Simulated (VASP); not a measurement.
Wanted: the native input for a VASP 6.6.1 run.

- Task: relaxation of cell and atoms
- Functional: PBE
- Potentials or basis: VASP PAW PBE potentials, release 64 (Ca_sv, H)
- Cutoff: 600 eV
- k mesh: 8 × 8 × 4
- Occupations: gaussian, width 0.05 eV
- Spin: no spin polarisation
- Further INCAR settings: ALGO = Normal; EDIFF = 1e-06; IBRION = 2; EDIFFG = -0.01; NSW = 40; ISIF = 3

The structure of CaH lies in POSCAR:

```
CaH
1.0
    3.2271100000      0.0000000000      0.0000000000
    0.0000000000      3.2271100000      0.0000000000
    0.0000000000      0.0000000000      7.6307800000
Ca H
2 2
Direct
    0.5000000000      0.5000000000      0.0000000000
    0.5000000000      0.5000000000      0.5000000000
    0.0000000000      0.0000000000      0.6492100000
    0.0000000000      0.0000000000      0.3507900000
```

The cell was built by a generator and needn't be a form met in nature.

One way to write it, as run:

INCAR

```
PREC = Accurate
ENCUT = 600
EDIFF = 1E-6
ISMEAR = 0
SIGMA = 0.05
LREAL = False
LASPH = True
NELM = 100
ALGO = Normal
ISIF = 3
LWAVE = False
LCHARG = False
GGA = PE
IBRION = 2
NSW = 40
EDIFFG = -0.01
```

KPOINTS

```
regular mesh
0
Gamma
  8 8 4
```

Potentials or basis: VASP PAW PBE potentials, release 64 (Ca_sv, H).

Launch:

```sh
$ cat potpaw_PBE.64/Ca_sv/POTCAR potpaw_PBE.64/H/POTCAR > POTCAR
$ mpirun -np 1 vasp_std > vasp.out
```

It gave:

- Relaxed volume: 19.97 Å³/atom
- Relaxed cell: a = 3.234 Å, b = 3.234 Å, c = 7.637 Å, α = 90.00°, β = 90.00°, γ = 90.00°
- Space group after relaxing (to 0.05 Å): P4/mmm (No. 123)
- Energy gained by relaxing: 0.0 meV/atom
- Ionic steps: 3
- Pressure after relaxing: 0.0 GPa
- Largest force after relaxing: 0.008 eV/Å
- Band gap on the k mesh: none (metal or under the smearing width)

It took 57 s on 1 thread of Intel(R) Xeon(R) 6975P-C (Granite Rapids), on a shared host, peak memory 0.25 GiB.
